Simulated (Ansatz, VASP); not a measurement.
# ZnSe (Stilleite) in two plane-wave programs, part 3 of 3

One calculation is typed for both programs; each brings its own data sets. How far apart do they land? The cell is taken from a series of runs on this material, whose earlier steps may have relaxed, scaled, displaced or heated it; both programs get it as it stands.

VASP 6.6.1 and Ansatz 0.2.0.

So far: The structure; Ansatz: zone-centre phonons, PBE, pair 1; VASP: zone-centre phonons, PBE, pair 1; Side by side.

## (5) Ansatz: zone-centre phonons, PBE, pair 2

Level of this step: Ansatz beside VASP: Kohn-Sham DFT, plane waves, PBE (Ansatz).

Second derivatives magnify differences that forces hide, and they need a tight electronic threshold. The cell compared in this pair holds 46.63 Å³, against 46.16 Å³ for the pair before.

The cell is taken from a series of runs on this material, whose earlier steps may have relaxed, scaled, displaced or heated it; both programs get it as it stands.

input.yaml

```yaml
crystal:
  lattice:
    - [0.0, 2.8567280932, 2.8567280932]
    - [2.8567280932, 0.0, 2.8567280932]
    - [2.8567280932, 2.8567280932, 0.0]
  atoms:
    - { symbol: Zn, position: [0.0, 0.0, 0.0] }
    - { symbol: Se, position: [0.75, 0.75, 0.75] }
kpoints:
  mp_grid: { grid: [12, 12, 12] }
hamiltonian:
  xc: pbe
  pseudopotentials: { kind: paw, azcp: { folder: soft_1 } }
scf:
  occupations: { method: fixed }
output:
  eigenvalues: true
phonons:
  method: dfpt
  dielectric: true
  rigid_motions: translations
```

Started as:

```bash
$ ansatz run input.yaml --threads 4 --pin off --max-ram 10240MiB --backend cpu --events-out ev --progress --plain --runs-dir out
```

Numbers of over 12 decimals in the logs are rounded to 6 here.

The program printed:

```text
[...]
Crystal: 2 atoms, lattice volume = 46.627 Å³
Basis set: ecut = 420 eV, 941 PW (Γ), exchange–correlation on 60×60×60 points (8 copies of the dense FFT grid, shifted against one another)
Bands: 18, of which v1, the nominal top of the filled ones, is band 14 counted from 1 (13 counted from 0)
Symmetry: 24 space group operations
k-points: 280 of 1728 (irreducible under 4 space group operations, time reversal used)
[...]
optical modes at Γ + LO–TO along q̂ = [1.0000, 0.0000, 0.0000]:
      ω (cm⁻¹)  modes    IR ((D/Å)²/amu)
[...]
optical modes at Γ + LO–TO along q̂ = [0.0000, 1.0000, 0.0000]:
      ω (cm⁻¹)  modes    IR ((D/Å)²/amu)
        198.10      2             5.6071
        238.21      1             2.8035
  optical modes at Γ + LO–TO along q̂ = [0.0000, 0.0000, 1.0000]:
      ω (cm⁻¹)  modes    IR ((D/Å)²/amu)
        198.10      2             5.6071
        238.21      1             2.8035
[key lines of the parts left out:]
SCF converged after 10 iterations
Free energy (F): -8789.547774 eV
Fermi energy:    6.219471 eV
```

## (6) VASP: zone-centre phonons, PBE, pair 2

The same cell, functional and mesh now go to VASP, with its own data sets.

INCAR

```
SYSTEM = ZnSe
PREC = Accurate
ENCUT = 500
EDIFF = 1E-08
NELM = 120
ISMEAR = 0
SIGMA = 0.01
LREAL = .FALSE.
ALGO = Normal
GGA = PE
NBANDS = 15
LORBIT = 11
LWAVE = .FALSE.
LCHARG = .FALSE.
ISIF = 2
IBRION = 8
LEPSILON = .TRUE.
LASPH = .TRUE.
GGA_COMPAT = .FALSE.
EFERMI = MIDGAP
KPAR = 2
```

POSCAR

```
ZnSe
1.0
    0.0000000000      2.8567280932      2.8567280932
    2.8567280932      0.0000000000      2.8567280932
    2.8567280932      2.8567280932      0.0000000000
Zn Se
1 1
Direct
    0.0000000000      0.0000000000      0.0000000000
    0.7500000000      0.7500000000      0.7500000000
```

KPOINTS

```
Automatic mesh
0
Gamma
12 12 12
0 0 0
```

The projector-augmented-wave data sets are Zn and Se (PBE family, release 64).

Started as:

```bash
$ mpirun -np 2 vasp_std
```

The program printed:

```text
[... set-up lines as in an earlier step ...]
 entering main loop
       N       E                     dE             d eps       ncg     rms          rms(c)
DAV:   1     0.861333049413E+02    0.86133E+02   -0.85802E+03  2160   0.131E+03
DAV:   2    -0.809380032703E+00   -0.86943E+02   -0.82377E+02  2377   0.255E+02
DAV:   3    -0.627456253833E+01   -0.54652E+01   -0.54429E+01  2615   0.635E+01
DAV:   4    -0.632018472170E+01   -0.45622E-01   -0.45617E-01  2580   0.628E+00
[...]
DAV:  13    -0.603159737625E+01   -0.61883E-07   -0.58363E-07  2391   0.633E-03    0.737E-04
DAV:  14    -0.603159741578E+01   -0.39530E-07   -0.54866E-08  2787   0.359E-03    0.563E-04
DAV:  15    -0.603159741365E+01    0.21291E-08   -0.83547E-09  1815   0.184E-03
   1 F= -.60315974E+01 E0= -.60315974E+01  d E =0.000000E+00
 Linear response reoptimize wavefunctions to high precision
DAV:   1    -0.603159742342E+01   -0.97702E-08   -0.95703E-10  1976   0.316E-04
DAV:   2    -0.603159742344E+01   -0.22283E-10   -0.13083E-10  1241   0.113E-04
 Linear response G [H, r] |phi>, progress :
  Direction:   1
[...]
RMM:   8    -0.209460211516E+00    0.85687E-08   -0.24660E-09 16691   0.115E-04    0.241E-05
 first order change of Fermi-energy   0.37066E+00
 force on displaced ion       1 direction 1 :  -5.295  -0.000  -0.000
 Born effective charge ion    1 direction 1 :   2.092   0.000   0.000
 Linear response progress:
  Degree of freedom:   2/  2
       N       E                     dE             d eps       ncg     rms          rms(c)
RMM:   1    -0.824717269189E-01   -0.82472E-01    0.10664E-01 20146   0.167E+00
RMM:   2    -0.820048574714E-01    0.46687E-03   -0.29251E-03 13236   0.453E-01    0.111E-01
RMM:   3    -0.822470374318E-01   -0.24218E-03   -0.13320E-04 14705   0.900E-02    0.618E-02
RMM:   4    -0.826728948745E-01   -0.42586E-03   -0.46183E-05 14803   0.449E-02    0.765E-03
[...]
RMM:  10    -0.826839259661E-01    0.52994E-07   -0.32131E-10 15181   0.227E-05    0.648E-06
RMM:  11    -0.826839509542E-01   -0.24988E-07   -0.22028E-09 14211   0.144E-05    0.182E-06
RMM:  12    -0.826839563121E-01   -0.53579E-08   -0.13123E-09 10526   0.704E-06    0.253E-07
 first order change of Fermi-energy  -0.37048E+00
 force on displaced ion       2 direction 1 :  -5.252   0.000   0.000
 Born effective charge ion    2 direction 1 :  -2.097   0.000   0.000
 Born effective charges drift removed
 Linear response finished
```

OUTCAR, selected parts (step 6):

```text
  Total        0.2325912      0.2325912      0.2325912      0.0000000      0.0000000     -0.0000000
  in kB        7.9922144      7.9922144      7.9922144      0.0000000      0.0000000     -0.0000000
  external PRESSURE =       7.9922144 kB  Pullay stress =       0.0000000 kB

 POSITION                                       TOTAL-FORCE (eV/Angst)
 -----------------------------------------------------------------------------------
      0.00000      0.00000      0.00000         0.000000      0.000000      0.000000
      4.28509      4.28509      4.28509        -0.000000     -0.000000     -0.000000
 -----------------------------------------------------------------------------------
    total drift:                                0.000000      0.000000      0.000001

 MACROSCOPIC STATIC DIELECTRIC TENSOR (including local field effects in DFT)
 ------------------------------------------------------
           7.405272     0.000000    -0.000000
           0.000000     7.405272     0.000000
          -0.000000     0.000000     7.405272
 ------------------------------------------------------

 MACROSCOPIC STATIC DIELECTRIC TENSOR IONIC CONTRIBUTION
 ------------------------------------------------------
           3.230610    -0.000000     0.000000
          -0.000000     3.230610     0.000000
           0.000000     0.000000     3.230610
 ------------------------------------------------------

[... 1 part as in an earlier step ...]

[... 1 further part left out ...]
```

## (7) Differences

What differs besides the data sets and the points named for the pairs above, as far as they apply: the data sets hold 28 valence electrons in Ansatz (on its PAW soft_1 files) and 18 in VASP. Total energies have different zeros and are not compared.

Both answers:

| quantity | Ansatz | VASP | difference |
| --- | --- | --- | --- |
| ε∞ xx | 7.33 | 7.41 | -1.05 % |
| ε∞ yy | 7.33 | 7.41 | -1.05 % |
| ε∞ zz | 7.33 | 7.41 | -1.05 % |
| Born charge of Zn1 (mean of the diagonal) (e) | 2.08 | 2.10 | -0.01 |
| Born charge of Se2 (mean of the diagonal) (e) | -2.08 | -2.10 | +0.01 |
| optical mode 1 to 3 (cm⁻¹) | 198.1 | 200.3 | -1.08 % |

Modes are paired by rising frequency, not by their patterns, so a pair may set unlike modes beside each other; they are those without the splitting of longitudinal modes.

## (8) Results

| Quantity | Value |
| --- | --- |
| r.m.s. difference of the optical zone-centre modes, each program's sorted by frequency (zone-centre phonons, PBE, pair 1) | 2.7 cm⁻¹ |
| difference in optical mode 1 to 3 (zone-centre phonons, PBE, pair 1) | -1.3 % |
| r.m.s. difference of the optical zone-centre modes, each program's sorted by frequency (zone-centre phonons, PBE, pair 2) | 2.2 cm⁻¹ |
| difference in optical mode 1 to 3 (zone-centre phonons, PBE, pair 2) | -1.1 % |

In words: The r.m.s. difference of the optical zone-centre modes, each program's sorted by frequency is 2.7 cm⁻¹ (zone-centre phonons, PBE, pair 1). The data sets hold unlike numbers of valence electrons (28 in Ansatz and 18 in VASP), so part of the differences comes from the potentials. Among the rows given in per cent, the largest difference of the zone-centre phonons, PBE, pair 1 pair is in optical mode 1 to 3, -1.3 %. Among the rows given in per cent, the largest difference of the zone-centre phonons, PBE, pair 2 pair is in optical mode 1 to 3, -1.1 %. Such differences can come from data sets, numerical settings and the points named under the comparisons, not from the functional's error against experiment.

[Lines on the potential files, build, host, timing and source positions are cut from VASP's logs without a mark.]

[Logs are printed without paths, hosts, clocks, repeated set-up lines and the standing remarks that a program may print on its own settings, such as how far it seeks lower states.]

[Hosts, paths, dates, database ids (printed as entryN), source tags and the programs' standing remarks are cut or masked in the printed files.]
